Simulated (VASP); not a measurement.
The input files of a VASP run:

**POSCAR**
```
ZnO
3.237350
  1.0000000000   0.0000000000   0.0000000000
 -0.5000000000   0.8660252985   0.0000000000
  0.0000000000   0.0000000000   1.6130662425
Zn O
2 2
Cart
  0.5000005000   0.2886748108   0.8074848303
 -0.0000005000   0.5773504877   0.0009517091
  0.5000005000   0.2886748108   1.4190466348
 -0.0000005000   0.5773504877   0.6125135136
```

**KPOINTS**
```
Automatic
0
Gamma
4 4 2
```

### INCAR
```
! general
SYSTEM  = ZnO
PREC    = Accurate
ENCUT   = 400
LREAL   = .False.   ! projection in real space or not
LASPH   = .True.

! electronic loop
EDIFF   = 1E-6   ! SCF stop (eV)
NELM    = 100
ALGO    = Normal   ! blocked Davidson
LMAXMIX = 4

! smearing
ISMEAR  = -1   ! Fermi-Dirac
SIGMA   = 0.01   ! width (eV)

! functional
GGA     = PE

! ions
ISIF    = 2

! output
LWAVE   = .False.
LCHARG  = .False.
```

POTCAR, in this order: Zn O (PBE.64 set). Program: vasp_std.

Write an equivalent input for Quantum ESPRESSO's pw.x.

One equivalent input (not run):
```
&CONTROL
  calculation = 'scf'
  pseudo_dir = './pseudo'
  outdir = './out'
  tprnfor = .true.
  tstress = .true.
/
&SYSTEM
  ibrav = 0
  nat = 4
  ntyp = 2
  ecutwfc = 84
  occupations = 'smearing'
  smearing = 'fermi-dirac'
  degauss = 0.000735
  input_dft = 'pbe'
/
&ELECTRONS
  conv_thr = 7.3e-08
  electron_maxstep = 100
/
ATOMIC_SPECIES
  Zn 65.380 Zn.upf
  O 15.999 O.upf
CELL_PARAMETERS angstrom
     3.2373500    0.0000000    0.0000000
    -1.6186750    2.8036270    0.0000000
     0.0000000    0.0000000    5.2220600
ATOMIC_POSITIONS crystal
  Zn   0.6666670  0.3333330  0.5005900
  Zn   0.3333330  0.6666670  0.0005900
  O    0.6666670  0.3333330  0.8797200
  O    0.3333330  0.6666670  0.3797200
K_POINTS automatic
  4 4 2 0 0 0
```
The two are equivalent in intent, not identical: the potentials are each code's own (VASP's PAW set, PseudoDojo norm-conserving files in pw.x), so ENCUT and ecutwfc are chosen apart and not converted; conv_thr bounds pw.x's estimated SCF error, while EDIFF bounds the energy change between steps.

The structure comes from a computed database's ZnO entry; how it stands against other phases isn't given here. The cell was not relaxed at this level. The k-mesh is coarse (spacing up to 0.60 per Å, 2π included), so the numbers may not be converged in it. The run is one of a series of settings (KPOINTS 4×4×2 Γ-centred mesh against the base run), some of them coarse on purpose.
